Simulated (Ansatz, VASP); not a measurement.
# CO2 in two plane-wave programs, part 2 of 2

One calculation is typed for both programs; each brings its own data sets. How far apart do they land? The cell is taken from a series of runs on this material, whose earlier steps may have relaxed, scaled, displaced or heated it; both programs get it as it stands.

VASP 6.6.1 and Ansatz 0.2.0.

So far: Set-up; VASP: G0W0 gap, PBE0 form with 50 % exact exchange with an exact-exchange share of 0.5.

## Step 3: Ansatz: G0W0 gap, PBE0 form with 50 % exact exchange with an exact-exchange share of 0.5

Level of this step: Ansatz beside VASP: Kohn-Sham DFT, plane waves, PBE0 form with 50 % exact exchange (Ansatz).

Ansatz runs on its PAW soft_1 files.

The same cell, functional and mesh now go to Ansatz, which takes its cutoff from its data sets.

File input.yaml:

```yaml
crystal:
  lattice:
    - [5.49707328, 0.0, 0.0]
    - [0.0, 5.49707328, 0.0]
    - [0.0, 0.0, 5.49707328]
  atoms:
    - { symbol: C, position: [0.0, 0.0, 0.0] }
    - { symbol: C, position: [0.5, 0.0, 0.5] }
    - { symbol: C, position: [0.5, 0.5, 0.0] }
    - { symbol: C, position: [0.0, 0.5, 0.5] }
    - { symbol: O, position: [0.12253698, 0.12253698, 0.12253698] }
    - { symbol: O, position: [0.37746302, 0.87746302, 0.62253698] }
    - { symbol: O, position: [0.62253698, 0.37746302, 0.87746302] }
    - { symbol: O, position: [0.87746302, 0.62253698, 0.37746302] }
    - { symbol: O, position: [0.87746302, 0.87746302, 0.87746302] }
    - { symbol: O, position: [0.62253698, 0.12253698, 0.37746302] }
    - { symbol: O, position: [0.37746302, 0.62253698, 0.12253698] }
    - { symbol: O, position: [0.12253698, 0.37746302, 0.62253698] }
kpoints:
  mp_grid: { grid: [2, 2, 2] }
hamiltonian:
  xc: { exchange: pbe, correlation: pbe, exx: { coeff: 0.5 } }
  pseudopotentials: { kind: paw, azcp: { folder: soft_1 } }
scf:
  occupations: { method: fixed }
gw:
  n_empty_bands: 692
  ecut_chi: 150.0
  qp_bands: [v4, c4]
  qp_kpoints: band_edges
  screening: { model: contour_deformation }
```

On the command line:

```sh
$ ansatz run input.yaml --threads 2 --pin off --max-ram 73728MiB --backend cuda --events-out ev --progress --plain --runs-dir out --devices 1 --max-vram 13GiB
```

Numbers of over 12 decimals in the logs are rounded to 6 here.

Output:

```text
GPUs: using 1 of 1 available (devices: 1).
Engine: ansatz 0.2.0, x86_64-unknown-linux-gnu
Pseudopotentials: kind: paw
Pseudopotential: C, paw, valence charge 4, recommended cutoff 420 eV (normal), soft_1/C.paw.azcp
Pseudopotential: O, paw, valence charge 6, recommended cutoff 420 eV (normal), soft_1/O.paw.azcp
Functional definition: unnamed
  parameter a_1 = 0.5
  exchange = (1 - a_1)*pbe_x + a_1*exact_x
  correlation = pbe_c
davidson cushion auto → on  (no smearing: the cushion is to keep the highest requested band from converging to the state above it; pin scf.eigensolver.cushion to override)
device memory: the entry about to start is reckoned to put 1.7 GiB on a device that reports 39.5 GiB free (of which the cap on the GPU budget leaves the run 13.0 GiB)
GPU FFT provider: cuFFT
GPU libraries: cuBLAS 13.8.2, cuFFT 12.4.0, cuSOLVER 12.3.4
Crystal: 12 atoms, lattice volume = 166.110 Å³
Basis set: ecut = 420 eV, 3239 PW (Γ)
Bands: 44, of which v1, the nominal top of the filled ones, is band 32 counted from 1 (31 counted from 0)
Symmetry: 24 space group operations
Space group: Pa-3 (ITA 205), of the structure as read, at distance tolerance 5.5e-5 Å
k-points: 4 of 8
Non-local potential: C, projectors of the file, l = 0: 2, l = 1: 2, l = 2: 1
Non-local potential: O, projectors of the file, l = 0: 2, l = 1: 2, l = 2: 1
PAW form: soft (Blöchl's): semilocal exchange-correlation on the pseudo side does not see the compensation charge
PAW frozen core: C, regenerated for the run's functional, and the local potential with it (the file was generated under x = pbe(κ = 0.804, μ = 0.219515), c = pbe(β = 0.066725))
PAW frozen core: O, regenerated for the run's functional, and the local potential with it (the file was generated under x = pbe(κ = 0.804, μ = 0.219515), c = pbe(β = 0.066725))
PAW one-centre angular grid: C, 110 points (default); XC on 64 Gauss nodes
PAW one-centre angular grid: O, 110 points (default); XC on 64 Gauss nodes
Initial density: superposition of atomic densities (chi_scale 0.1, normalization cell, long waves kept (reshape's long-wave potential 0.02 eV rms))
Initial wavefunctions: pseudopotential atomic-orbital guess
GPU buffer pool allocated for 64000 grid points (all kernels)
GPU transforms: local potential and band sums: pruned to the plane-wave sphere, on 40×40×40
Functional: x = pbe(κ = 0.804, μ = 0.219515), c = pbe(β = 0.066725), warm-up for x = 0.5 pbe(κ = 0.804, μ = 0.219515) + 0.5 exact, c = pbe(β = 0.066725)
SCF iter   1: F=—  HF=-5542.940526 eV  |F-HF|=—  |Δ(HF+E_count)|=         —  Δρ=9.96e-2  dr2=1.20e1  ethr=1.00e-1  ⟨swp⟩=4.0  Hψ=596  notcnv=0
preconditioner: auto → none  [insulator: Δε(μ)=7.887 eV  Ē_g=16.630 eV  n_scr=32 (ndim 8)  ℏωp=23.0 eV  f_vac=0.064]
SCF iter   2: F=—  HF=-5539.973142 eV  |F-HF|=—  |Δ(HF+E_count)|=    2.97e0  Δρ=4.98e-2  dr2=2.03e0  ethr=1.87e-2  ⟨swp⟩=3.2  Hψ=492  notcnv=0
SCF iter   3: F=—  HF=-5539.570138 eV  |F-HF|=—  |Δ(HF+E_count)|=   4.03e-1  Δρ=1.99e-2  dr2=3.89e-1  ethr=3.18e-3  ⟨swp⟩=3.0  Hψ=430  notcnv=0
SCF iter   4: F=—  HF=-5539.543783 eV  |F-HF|=—  |Δ(HF+E_count)|=   2.64e-2  Δρ=8.83e-3  dr2=7.22e-2  ethr=6.08e-4  ⟨swp⟩=2.0  Hψ=388  notcnv=0
iter 5 solved again at ethr=6.35e-6 eV; its pass at ethr=1.13e-4 eV (dr2=4.06e-3 eV) is discarded
SCF iter   5: F=-5539.536724 eV  HF=-5539.538686 eV  |F-HF|=1.96e-3  |Δ(HF+E_count)|=   5.10e-3  Δρ=1.81e-3  dr2=3.95e-3  ethr=6.35e-6  ⟨swp⟩=3.5  Hψ=821  notcnv=0
SCF 1 stopped early in 5 iterations: F = -5539.536724 eV  dr2 = 3.95e-3
  greatest PAW one-centre occupation: 0.882 electrons in one spin orbital (limit 2), on the O atom at site 11 (counted from 0), in its partial waves of l = 0
device memory: the entry about to start is reckoned to put 2.4 GiB on a device that reports 39.1 GiB free (of which the cap on the GPU budget leaves the run 13.0 GiB)
GPU FFT provider: cuFFT
GPU libraries: cuBLAS 13.8.2, cuFFT 12.4.0, cuSOLVER 12.3.4
Initial density: handed on by an earlier stage of this run
Initial wavefunctions: those handed on with the density
GPU buffer pool allocated for 64000 grid points (all kernels)
GPU transforms: local potential and band sums: pruned to the plane-wave sphere, on 40×40×40
Functional: x = 0.5 pbe(κ = 0.804, μ = 0.219515) + 0.5 exact, c = pbe(β = 0.066725)
Exchange kernel: α = 0.5000, full range, Wigner–Seitz truncation, v(0) = 4142.5324 eV·Å³, q-mesh 2×2×2, nearest image of the exchange supercell L = 10.99 Å, pair-density grid 30×30×30, without the augmentation charges, whose exchange is taken in its separable form by FFT convolution over the k-point mesh (sized by the pseudopotential files, 40×40×40 at the most), smooth part of the exact exchange by density-matrix convolution in up to 845.6 MiB of GPU memory as planned if the GPU has room (build and FFT work areas not counted)
Frozen-core exchange: fock
[...]
SCF iter   3: F=—  HF=-5536.835337 eV  |F-HF|=—  |Δ(HF+E_count)|=   5.14e-5  Δρ=7.52e-5  dr2=9.69e-6  ethr=7.88e-9  ⟨swp⟩=4.8  Hψ=670  notcnv=0
SCF iter   4: F=—  HF=-5536.835340 eV  |F-HF|=—  |Δ(HF+E_count)|=   2.58e-6  Δρ=4.41e-5  dr2=3.02e-6  ethr=7.88e-9  ⟨swp⟩=4.0  Hψ=473  notcnv=0  defer=2
SCF iter   5: F=—  HF=-5536.835339 eV  |F-HF|=—  |Δ(HF+E_count)|=   8.20e-7  Δρ=1.34e-5  dr2=2.53e-7  ethr=4.59e-9  ⟨swp⟩=3.8  Hψ=530  notcnv=0  defer=2
[...]
SCF iter   2: F=-5536.835356 eV  HF=-5536.835357 eV  |F-HF|=2.25e-8  |Δ(HF+E_count)|=   7.50e-8  Δρ=8.14e-6  dr2=4.69e-8  ethr=4.81e-11  ⟨swp⟩=2.5  Hψ=911  notcnv=0
SCF 4 converged in 2 iterations: F = -5536.835356 eV  dr2 = 4.69e-8
  greatest PAW one-centre occupation: 0.888 electrons in one spin orbital (limit 2), on the O atom at site 10 (counted from 0), in its partial waves of l = 0
hybrid outer 3: dexx = +1.137e-7 eV, tail = 1.05e-7 eV, Δε = 1.82e-4 eV (about 5.13e-5 eV left of the loop's levels)
device memory: the entry about to start is reckoned to put 4.0 GiB on a device that reports 40.2 GiB free (of which the cap on the GPU budget leaves the run 13.0 GiB)
NSCF: frozen V_eff on 4 k-points
Exchange-term sweep: 0 of 4 (spin, k) points
Exchange-term sweep: 1 of 4 (spin, k) points
Exchange-term sweep: 2 of 4 (spin, k) points
Exchange-term sweep: 3 of 4 (spin, k) points
Exchange-term sweep: 4 of 4 (spin, k) points
G₀W₀ screening: q 1/4
[... further progress lines ...]
hybrid SCF converged: 3 outer / 14 inner (+5 warm-up), last move |dexx| = 1.14e-7 eV, tail = 1.05e-7 eV
Stability not checked: this state was not tested for a lower state beside it, because the functional holds exact exchange (a hybrid, or Hartree-Fock), whose exchange loop this test does not read (fock_operator; see scf.lower_state_search)
Free energy (F): -5536.835357 eV
Frozen-core exchange: fock
Harris-Foulkes:  -5536.835357 eV  (|F-HF|=2.25e-8)
Internal energy: -5536.835357 eV  (E = F + TS)
E sigma→0 (E₀):  -5536.835357 eV
Fermi energy:    -4.998412 eV
--- Per-component energies (eV) ---
  E_band       = -865.570891
  E_kinetic    = 1689.980346
  E_local      = -4582.226554  (includes V_loc(G=0)·N_el)
  E_nonlocal   = 498.842551
  E_hartree    = 1573.005804
  E_xc         = -404.713186
  E_vxc        = -510.118114  (∫ρ·V_xc dr)
  E_exx        = -430.489063  (= α·E_x^exact, valence–valence)
  E_paw        = -1611.027245  (= ΣΔE_a)
  E_vpaw       = -247.089562  (= ΣTr[D̂ρ^β])
  E_aug_tail   = 0.006038  (compensation charges beyond the density's cutoff)
  E_ewald      = -2269.675893
  E_core_change = -0.538155  (= ΣΔE_core)
  E_smearing   = -0.000000  (= −TS)
  E_closure    = 0.000000  (closes the sum)
  Σ components = -5536.835357   (vs F -5536.835357, Δ=9.09e-13)
--- Band table (eV) ---
  k-point 0: bands = [... 28 lower, -5.2564, -5.2564, -4.9984, -4.9984, 7.0049, 8.6365, 8.6365, 8.6365, ... 4 higher]
  k-point 1: bands = [... 28 lower, -5.3911, -5.3911, -5.0942, -5.0942, 8.5317, 8.5317, 8.6956, 8.6956, ... 4 higher]
  k-point 2: bands = [... 28 lower, -5.3567, -5.3567, -5.3567, -5.3567, 8.5083, 8.5083, 8.5083, 8.5083, ... 4 higher]
  k-point 3: bands = [... 28 lower, -5.4068, -5.4068, -5.4068, -5.4068, 8.5435, 8.5435, 8.5435, 8.5435, ... 4 higher]
  guard bands above this table: 4 of the run's 44 bands. The solve was not asked for them (output.publish_guard_bands: true or output.eigenvalues: true publishes all)
--- G₀W₀: contour deformation, 5 samples at zero and on the imaginary axis and 0 off it, 8 q-points, 692 empty bands' worth ---
  eigenvalues of the whole cell's RPA ε∞ on this k-mesh (on a slab, of 1 + 4πα/V) = 1.6695, 1.6695, 1.6695; static W/v taken at q = 0 is 0.598999
  gw.qp_kpoints: band_edges: 4 of 4 stored k-points solved, in 1 pass; an edge of the gap read off the rows below is read off those points alone
    ik  band        ε_KS         Σx   Σc(E_QP)       V_xc       Z   E_QP_lin       E_QP  E_QP is
     0    29     -5.2564   -25.9238     2.3083   -23.7231  0.8746    -5.1489    -5.1488  root
     0    30     -5.2564   -25.9238     2.3083   -23.7231  0.8746    -5.1489    -5.1488  root
     0    31     -4.9984   -26.2383     2.2988   -24.0729  0.8743    -4.8651    -4.8650  root
     0    32     -4.9984   -26.2383     2.2988   -24.0729  0.8743    -4.8651    -4.8650  root
     0    33      7.0049    -5.6613    -2.6891    -8.5508  0.9194     7.2054     7.2053  root
     0    34      8.6365    -9.9686    -2.7218   -13.7528  0.8953     9.7015     9.6988  root
     0    35      8.6365    -9.9686    -2.7218   -13.7528  0.8953     9.7015     9.6988  root
     0    36      8.6365    -9.9686    -2.7218   -13.7528  0.8953     9.7015     9.6988  root
     1    29     -5.3911   -25.7920     2.3184   -23.5699  0.8747    -5.2948    -5.2947  root
     1    30     -5.3911   -25.7920     2.3184   -23.5699  0.8747    -5.2948    -5.2947  root
     1    31     -5.0942   -26.1461     2.3046   -23.9675  0.8743    -4.9682    -4.9681  root
     1    32     -5.0942   -26.1461     2.3046   -23.9675  0.8743    -4.9682    -4.9681  root
     1    33      8.5317    -9.2162    -2.7657   -12.9364  0.8986     9.4882     9.4861  root
     1    34      8.5317    -9.2162    -2.7657   -12.9364  0.8986     9.4882     9.4861  root
     1    35      8.6956    -6.5126    -2.8541    -9.7833  0.9116     9.1126     9.1121  root
     1    36      8.6956    -6.5126    -2.8541    -9.7833  0.9116     9.1126     9.1121  root
     2    29     -5.3567   -25.8302     2.3181   -23.6127  0.8746    -5.2561    -5.2561  root
     2    30     -5.3567   -25.8302     2.3181   -23.6127  0.8746    -5.2561    -5.2561  root
     2    31     -5.3567   -25.8302     2.3181   -23.6127  0.8746    -5.2561    -5.2561  root
     2    32     -5.3567   -25.8302     2.3181   -23.6127  0.8746    -5.2561    -5.2561  root
     2    33      8.5083    -8.9464    -2.7620   -12.6116  0.9000     9.4133     9.4115  root
     2    34      8.5083    -8.9464    -2.7620   -12.6116  0.9000     9.4133     9.4115  root
     2    35      8.5083    -8.9464    -2.7620   -12.6116  0.9000     9.4133     9.4115  root
     2    36      8.5083    -8.9464    -2.7620   -12.6116  0.9000     9.4133     9.4115  root
     3    29     -5.4068   -25.6945     2.3110   -23.4737  0.8749    -5.3166    -5.3166  root
     3    30     -5.4068   -25.6945     2.3110   -23.4737  0.8749    -5.3166    -5.3166  root
     3    31     -5.4068   -25.6945     2.3110   -23.4737  0.8749    -5.3166    -5.3166  root
     3    32     -5.4068   -25.6945     2.3110   -23.4737  0.8749    -5.3166    -5.3166  root
     3    33      8.5435    -9.8528    -2.7143   -13.6190  0.8958     9.5979     9.5954  root
     3    34      8.5435    -9.8528    -2.7143   -13.6190  0.8958     9.5979     9.5954  root
     3    35      8.5435    -9.8528    -2.7143   -13.6190  0.8958     9.5979     9.5954  root
     3    36      8.5435    -9.8528    -2.7143   -13.6190  0.8958     9.5979     9.5954  root
```

## Step 4: Comparison

Known differences besides the potentials themselves: exact exchange at q = 0 is treated differently, which shows on coarse meshes; VASP keeps PBE cores, Ansatz makes them for the functional; fixed occupations in Ansatz, narrow Gaussian smearing in VASP; the cutoff is 420 eV in Ansatz and 440 eV in VASP; Ansatz integrates over frequency by contour deformation, VASP on a grid of NOMEGA points; Ansatz's G0W0 levels solve the quasiparticle equation, VASP's are linearised. Total energies have different zeros and are not compared.

Both answers:

```csv
quantity,Ansatz,VASP,difference
G0W0 gap on the mesh (eV),12.07,12.10,-0.03
Kohn-Sham gap under it (eV),12.00,12.04,-0.03
```

## Step 5: Outcome

| Property | Result |
| --- | --- |
| difference in G0W0 gap on the mesh (G0W0 gap, PBE0 form with 50 % exact exchange with an exact-exchange share of 0.5) | -0.025 eV |

The difference in G0W0 gap on the mesh is -0.025 eV (G0W0 gap, PBE0 form with 50 % exact exchange with an exact-exchange share of 0.5). How closely two codes agree says nothing of how well the functional describes the real material.

[Lines on the potential files, build, host, timing and source positions are cut from VASP's logs without a mark.]

[Logs are printed without paths, hosts, clocks, repeated set-up lines and the standing remarks that a program may print on its own settings, such as how far it seeks lower states.]

[Hosts, paths, dates, database ids (printed as entryN), source tags and the programs' standing remarks are cut or masked in the printed files.]
